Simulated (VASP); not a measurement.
Energy against volume of NaCl (rock salt). These are optB86b-vdW, VASP's PBE PAW potentials (set 64) (plane waves; VASP) values and carry that method's errors.

```tsv
V (Å³/atom)	E (eV/atom)
20.781	-1.52071
21.445	-1.52649
22.108	-1.52831
22.771	-1.52679
23.434	-1.52249
```

Fit a third-order Birch-Murnaghan equation of state.

- volume per atom = 22.12 Å³/atom
- bulk modulus = 26.7 GPa
- pressure derivative of the bulk modulus = 4.86
- lattice constant a = 5.614 Å

The compound is NaCl in the rock salt structure. It was relaxed first.
